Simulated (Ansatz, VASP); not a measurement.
# K2Li3Br5 in two plane-wave programs

One calculation is typed for both programs; each brings its own data sets. How far apart do they land? The structure shown is frame 46 of Ansatz's trajectory.

Main program and level: Ansatz 0.2.0; plane waves, with VASP 6.6.1 beside it; single point at RPBE.

### 1. The starting structure

The cell holds 70 atoms: 21 Li, 14 K and 35 Br. Its edges and angles: a = 13.599 Å, b = 13.599 Å, c = 13.599 Å, α = 90.0°, β = 90.0°, γ = 90.0°.

### 2. Ansatz: dynamics, RPBE

Ansatz runs on its default PAW (the set named soft_2) files.

One frame of this run of dynamics is then solved in both programs, so the motion causes no difference.

Contents of input.yaml:

```yaml
crystal:
  lattice:
    - [13.5994, 0.0, 0.0]
    - [0.0, 13.5994, 0.0]
    - [0.0, 0.0, 13.5994]
  atoms:
    - { symbol: Li, position: [0.84757, 0.54072, 0.05252] }
    - { symbol: Li, position: [0.69605, 0.11806, 0.84686] }
    - { symbol: Li, position: [0.64667, 0.97217, 0.29729] }
    - { symbol: Li, position: [0.40868, 0.8761, 0.17734] }
    - { symbol: Li, position: [0.74845, 0.2704, 0.04827] }
    - { symbol: Li, position: [0.47042, 0.66205, 0.46667] }
    - { symbol: Li, position: [0.13667, 0.24046, 0.49894] }
    - { symbol: Li, position: [0.96677, 0.14184, 0.88362] }
    - { symbol: Li, position: [0.27132, 0.39022, 0.29613] }
    - { symbol: Li, position: [0.27186, 0.52546, 0.666] }
    - { symbol: Li, position: [0.30145, 0.6666, 0.33616] }
    - { symbol: Li, position: [0.6552, 0.72514, 0.06256] }
    - { symbol: Li, position: [0.79536, 0.29371, 0.60842] }
    - { symbol: Li, position: [0.93901, 0.10838, 0.27725] }
    - { symbol: Li, position: [0.08579, 0.35297, 0.14611] }
    - { symbol: Li, position: [0.46947, 0.90684, 0.9259] }
    - { symbol: Li, position: [0.86152, 0.93352, 0.9709] }
    - { symbol: Li, position: [0.51335, 0.16291, 0.14631] }
    - { symbol: Li, position: [0.02511, 0.54412, 0.48691] }
    - { symbol: Li, position: [0.19623, 0.05983, 0.74346] }
    - { symbol: Li, position: [0.12225, 0.77198, 0.56086] }
    - { symbol: K, position: [0.53766, 0.99644, 0.54324] }
    - { symbol: K, position: [0.57325, 0.3555, 0.35574] }
    - { symbol: K, position: [0.31056, 0.28058, 0.00459] }
    - { symbol: K, position: [0.95304, 0.45139, 0.76413] }
    - { symbol: K, position: [0.16452, 0.96549, 0.01333] }
    - { symbol: K, position: [0.91678, 0.02643, 0.59896] }
    - { symbol: K, position: [0.46977, 0.53229, 0.06848] }
    - { symbol: K, position: [0.51898, 0.32769, 0.71372] }
    - { symbol: K, position: [0.27419, 0.04439, 0.33077] }
    - { symbol: K, position: [0.13106, 0.63548, 0.97976] }
    - { symbol: K, position: [0.81045, 0.7517, 0.74678] }
    - { symbol: K, position: [0.44534, 0.76314, 0.7264] }
    - { symbol: K, position: [0.7618, 0.59381, 0.42337] }
    - { symbol: K, position: [0.96052, 0.78837, 0.28234] }
    - { symbol: Br, position: [0.47958, 0.77032, 0.06632] }
    - { symbol: Br, position: [0.22519, 0.81835, 0.25218] }
    - { symbol: Br, position: [0.46597, 0.58399, 0.29877] }
    - { symbol: Br, position: [0.09076, 0.24886, 0.29404] }
    - { symbol: Br, position: [0.7426, 0.41683, 0.15321] }
    - { symbol: Br, position: [0.98472, 0.54829, 0.30123] }
    - { symbol: Br, position: [0.37992, 0.24359, 0.24062] }
    - { symbol: Br, position: [0.09406, 0.93115, 0.50114] }
    - { symbol: Br, position: [0.93771, 0.05889, 0.08865] }
    - { symbol: Br, position: [0.59403, 0.76005, 0.56727] }
    - { symbol: Br, position: [0.48438, 0.91747, 0.34117] }
    - { symbol: Br, position: [0.68792, 0.60039, 0.94282] }
    - { symbol: Br, position: [0.00397, 0.25182, 0.61342] }
    - { symbol: Br, position: [0.95492, 0.9775, 0.81316] }
    - { symbol: Br, position: [0.31372, 0.19159, 0.56594] }
    - { symbol: Br, position: [0.30804, 0.91182, 0.83003] }
    - { symbol: Br, position: [0.67841, 0.10094, 0.16242] }
    - { symbol: Br, position: [0.40085, 0.03257, 0.07686] }
    - { symbol: Br, position: [0.36426, 0.49241, 0.83182] }
    - { symbol: Br, position: [0.82199, 0.039, 0.39633] }
    - { symbol: Br, position: [0.86315, 0.43684, 0.52901] }
    - { symbol: Br, position: [0.64861, 0.94599, 0.85965] }
    - { symbol: Br, position: [0.69836, 0.78935, 0.23055] }
    - { symbol: Br, position: [0.22954, 0.48842, 0.14854] }
    - { symbol: Br, position: [0.82553, 0.25071, 0.84954] }
    - { symbol: Br, position: [0.57607, 0.23931, 0.95659] }
    - { symbol: Br, position: [0.6876, 0.13146, 0.63167] }
    - { symbol: Br, position: [0.50581, 0.46555, 0.53681] }
    - { symbol: Br, position: [0.10749, 0.61596, 0.76834] }
    - { symbol: Br, position: [0.93649, 0.714, 0.55558] }
    - { symbol: Br, position: [0.15037, 0.16419, 0.89343] }
    - { symbol: Br, position: [0.99181, 0.41834, 0.98794] }
    - { symbol: Br, position: [0.90573, 0.73773, 0.05468] }
    - { symbol: Br, position: [0.19584, 0.44063, 0.50156] }
    - { symbol: Br, position: [0.30995, 0.70487, 0.53377] }
kpoints:
  mp_grid: { grid: [1, 1, 1] }
hamiltonian:
  xc: rpbe
scf:
  occupations: { method: fixed }
output:
  forces: true
md:
  timestep: 1.0
  n_steps: 138
  ensemble: nvt_langevin
  temperature: 600
  initial_velocities: maxwell_boltzmann
  seed: 7394
```

Command:

```
$ ansatz run input.yaml --threads 4 --pin off --max-ram 8192MiB --backend cpu --events-out ev --progress --plain --runs-dir out
```

Numbers of over 12 decimals in the logs are rounded to 6 here.

What it wrote:

```text
Warning: md: disabling space-group detection — thermal motion breaks the input geometry's symmetry, so no spatial operation reduces the k-mesh or symmetrises the density; time reversal is kept, so that k and −k are solved as one point where they differ and the mesh holds both, and exact exchange and, on two spinor components, a DFT+U term hold to it where the run has them: on two components no moment then forms, and  [...]
Engine: ansatz 0.2.0, aarch64-unknown-linux-gnu
Pseudopotentials: kind: paw
Pseudopotential: Li, paw, valence charge 3, recommended cutoff 420 eV (normal), Li.paw.azcp
Pseudopotential: K, paw, valence charge 9, recommended cutoff 420 eV (normal), K.paw.azcp
Pseudopotential: Br, paw, valence charge 7, recommended cutoff 420 eV (normal), Br.paw.azcp
Functional definition: RPBE
  parameter kappa = 0.804
  parameter beta = 0.066725
  exchange = rpbe_x(kappa = kappa, mu = beta*pi^2/3)
  correlation = pbe_c(beta = beta)
Crystal: 70 atoms, lattice volume = 2515.123 Å³
Basis set: ecut = 420 eV, 49173 PW (Γ), exchange–correlation on 192×192×192 points (8 copies of the dense FFT grid, shifted against one another)
Bands: 287, of which v1, the nominal top of the filled ones, is band 217 counted from 1 (216 counted from 0)
Symmetry: 1 space group operations
k-points: 1
Non-local potential: Li, projectors of the file, l = 0: 3, l = 1: 2, l = 2: 1
Non-local potential: K, projectors of the file, l = 0: 3, l = 1: 2, l = 2: 2
Non-local potential: Br, projectors of the file, l = 0: 2, l = 1: 2, l = 2: 2
PAW form: soft (Blöchl's): semilocal exchange-correlation on the pseudo side does not see the compensation charge
PAW frozen core: K, regenerated for the run's functional, and the local potential with it (the file was generated under x = pbe(κ = 0.804, μ = 0.219515), c = pbe(β = 0.066725))
PAW frozen core: Br, regenerated for the run's functional, and the local potential with it (the file was generated under x = pbe(κ = 0.804, μ = 0.219515), c = pbe(β = 0.066725))
PAW one-centre angular grid: Li, 110 points (default); XC on 64 Gauss nodes
PAW one-centre angular grid: K, 110 points (default); XC on 64 Gauss nodes
PAW one-centre angular grid: Br, 110 points (default); XC on 64 Gauss nodes
Initial density: superposition of atomic densities (neutral atoms: chi_scale 0, normalization atom), corrected by the library's trained network
Initial wavefunctions: pseudopotential atomic-orbital guess
Functional: x = rpbe, c = pbe(β = 0.066725)
SCF iter   1: F=—  HF=-123640.129420 eV  |F-HF|=—  |Δ(HF+E_count)|=         —  Δρ=1.91e-3  dr2=1.43e-1  ethr=1.77e-3  ⟨swp⟩=6.0  Hψ=919  notcnv=0  defer=66
preconditioner: auto → Resta (q_TF=auto, 2.036 Å⁻¹)  ε∞=2.3  [insulator: Δε(μ)=3.136 eV  Ē_g=12.602 eV  n_scr=364 (ndim 8)  ℏωp=14.1 eV  f_vac=0.154  ε∞_Penn≈2.3]
SCF iter   2: F=—  HF=-123640.118388 eV  |F-HF|=—  |Δ(HF+E_count)|=   1.10e-2  Δρ=1.03e-3  dr2=2.84e-2  ethr=3.30e-5  ⟨swp⟩=4.0  Hψ=405  notcnv=0  defer=68
SCF iter   3: F=—  HF=-123640.119073 eV  |F-HF|=—  |Δ(HF+E_count)|=   6.85e-4  Δρ=2.60e-4  dr2=3.28e-3  ethr=6.55e-6  ⟨swp⟩=4.0  Hψ=442  notcnv=0  defer=63
automatic band count: iteration 3 solves 282 bands in place of 287: the levels show a gap, and the empty bands left out lie too high to hold charge; the band table lists the bands solved (type scf.n_extra_bands for more)
SCF iter   4: F=—  HF=-123640.119917 eV  |F-HF|=—  |Δ(HF+E_count)|=   8.44e-4  Δρ=6.11e-5  dr2=1.27e-4  ethr=7.57e-7  ⟨swp⟩=2.0  Hψ=328  notcnv=0  defer=63
SCF iter   5: F=—  HF=-123640.120109 eV  |F-HF|=—  |Δ(HF+E_count)|=   1.92e-4  Δρ=1.88e-5  dr2=1.17e-5  ethr=2.92e-8  ⟨swp⟩=2.0  Hψ=405  notcnv=0  defer=63
SCF iter   6: F=—  HF=-123640.120081 eV  |F-HF|=—  |Δ(HF+E_count)|=   2.82e-5  Δρ=5.70e-6  dr2=1.27e-6  ethr=2.69e-9  ⟨swp⟩=2.0  Hψ=498  notcnv=0  defer=63
SCF iter   7: F=—  HF=-123640.120083 eV  |F-HF|=—  |Δ(HF+E_count)|=   2.02e-6  Δρ=1.50e-6  dr2=8.72e-8  ethr=2.94e-10  ⟨swp⟩=2.0  Hψ=398  notcnv=0  defer=63
SCF iter   8: F=-123640.120083 eV  HF=-123640.120083 eV  |F-HF|=4.99e-9  |Δ(HF+E_count)|=   2.53e-7  Δρ=4.67e-7  dr2=8.98e-9  ethr=1.61e-11  ⟨swp⟩=4.0  Hψ=899  notcnv=0
SCF 1 converged in 8 iterations: F = -123640.120083 eV  dr2 = 8.98e-9
  greatest PAW one-centre occupation: 1.000 electrons in one spin orbital (limit 2), on the Li atom at site 19 (counted from 0), in its partial waves of l = 0
md step     0: t =     0.00 fs  T =   591.4 K  F+E_penalty+E_count = -123640.12008308 eV  E_kin = 5.351364 eV  (8 SCF iters)
[... from here on, the SCF cycles and remarks between the steps are left out ...]
md step   129: t =   129.00 fs  T =   626.7 K  F+E_penalty+E_count = -123640.90038401 eV  E_kin = 5.670750 eV  (4 SCF iters)
md step   130: t =   130.00 fs  T =   612.9 K  F+E_penalty+E_count = -123640.85157921 eV  E_kin = 5.545574 eV  (6 SCF iters)
md step   131: t =   131.00 fs  T =   616.1 K  F+E_penalty+E_count = -123640.80477879 eV  E_kin = 5.575029 eV  (4 SCF iters)
md step   132: t =   132.00 fs  T =   590.2 K  F+E_penalty+E_count = -123640.76251124 eV  E_kin = 5.340591 eV  (4 SCF iters)
md step   133: t =   133.00 fs  T =   572.4 K  F+E_penalty+E_count = -123640.72497695 eV  E_kin = 5.179496 eV  (4 SCF iters)
md step   134: t =   134.00 fs  T =   572.0 K  F+E_penalty+E_count = -123640.68917770 eV  E_kin = 5.175704 eV  (4 SCF iters)
md step   135: t =   135.00 fs  T =   538.3 K  F+E_penalty+E_count = -123640.65302733 eV  E_kin = 4.870801 eV  (4 SCF iters)
md step   136: t =   136.00 fs  T =   532.7 K  F+E_penalty+E_count = -123640.62061301 eV  E_kin = 4.819784 eV  (4 SCF iters)
md step   137: t =   137.00 fs  T =   530.9 K  F+E_penalty+E_count = -123640.59564852 eV  E_kin = 4.803402 eV  (4 SCF iters)
md step   138: t =   138.00 fs  T =   537.3 K  F+E_penalty+E_count = -123640.57877847 eV  E_kin = 4.861892 eV  (6 SCF iters)
SCF converged after 6 iterations
Free energy (F): -123640.578778 eV
Harris-Foulkes:  -123640.578778 eV  (|F-HF|=8.40e-9)
Internal energy: -123640.578778 eV  (E = F + TS)
E sigma→0 (E₀):  -123640.578778 eV
Fermi energy:    0.521019 eV
--- Per-component energies (eV) ---
  E_band       = -4808.466224
  E_kinetic    = 8686.250937
  E_local      = -22937.684218  (includes V_loc(G=0)·N_el)
  E_nonlocal   = 1902.359277
  E_hartree    = 7418.603103
  E_xc         = -11427.594744
  E_vxc        = -6238.438752  (∫ρ·V_xc dr)
  E_paw        = -90274.055967  (= ΣΔE_a)
  E_vpaw       = -1058.159195  (= ΣTr[D̂ρ^β])
  E_aug_tail   = 0.000233  (compensation charges beyond the density's cutoff)
  E_ewald      = -17005.684866
  E_core_change = -2.772534  (= ΣΔE_core)
  E_smearing   = -0.000000  (= −TS)
  E_closure    = -0.000000  (closes the sum)
  Σ components = -123640.578778   (vs F -123640.578778, Δ=0.00e0)
--- Forces (eV/Å), atoms counted from 1 ---
  atom   1  Li     0.11027327    -0.04679698    -0.13519433
  atom   2  Li     0.14463445    -0.22951324    -0.25850452
  atom   3  Li    -0.15608027     0.65397524     0.08632796
  atom   4  Li     0.48948012     0.09867119     0.03614771
  atom   5  Li     0.57744921    -0.00803042     0.21649508
  atom   6  Li     0.08457999     0.09418640    -0.03363430
  atom   7  Li    -0.03589902    -0.77804905     0.33045025
  atom   8  Li     0.03711932     0.02416030    -0.51271369
  atom   9  Li    -0.29401403     0.87564311     0.22173992
  atom  10  Li    -0.05616746    -0.12023001     0.09003162
  atom  11  Li    -0.02594766     0.08922142    -0.23506741
  atom  12  Li    -0.19786914    -0.23132791    -1.12495893
  atom  13  Li     0.00110757    -1.11151226    -0.27813419
  atom  14  Li    -0.30884670     0.35170783    -0.00446665
  atom  15  Li    -0.00009108     0.08246020    -0.37805369
  atom  16  Li     0.08138477    -0.37297777    -0.08921639
  atom  17  Li    -0.01623581     1.39600079    -0.70780802
  atom  18  Li     0.25451236    -0.21354665     0.01025977
  atom  19  Li    -0.13827487     0.25824695    -0.01149571
  atom  20  Li     0.13458590    -0.34128399    -0.70305558
  atom  21  Li    -0.26254815     0.06408247    -0.34322110
  atom  22  K     -0.08457040     0.08800269     0.40478966
  atom  23  K     -0.13409595    -0.22013411     0.45163888
  atom  24  K     -0.46624391     0.19141209    -0.28570847
[...]
atom  63  Br     0.31571515    -0.29248654     0.16846599
  atom  64  Br     0.35170639     0.18213870     0.12539928
  atom  65  Br    -0.12532356    -0.05340687    -0.23108129
  atom  66  Br     0.16420707     0.53446456     0.17575137
  atom  67  Br    -0.61205610    -0.13212703     0.18639329
  atom  68  Br     0.38728472    -1.12839301     0.47179025
  atom  69  Br    -0.60323449    -0.06963725    -0.10747134
  atom  70  Br     0.46763514    -0.18633038    -0.09456494
  max |Σ_I F_I| component: 5.07e-5 eV/Å
--- MD trajectory: 138 steps, t = 0.0 → 138.0 fs ---
  final state: T = 537.3 K   F+E_penalty+E_count = -123640.57877847 eV   E_kin = 4.861892 eV
```

The column dr2 measures how far the density is from self-consistency, as an energy; F and HF (Harris–Foulkes) agree once it is small.

[end of part 1 of 2]

[Lines on the potential files, build, host, timing and source positions are cut from VASP's logs without a mark.]

[Logs are printed without paths, hosts, clocks, repeated set-up lines and the standing remarks that a program may print on its own settings, such as how far it seeks lower states.]

[Hosts, paths, dates, database ids (printed as entryN), source tags and the programs' standing remarks are cut or masked in the printed files.]
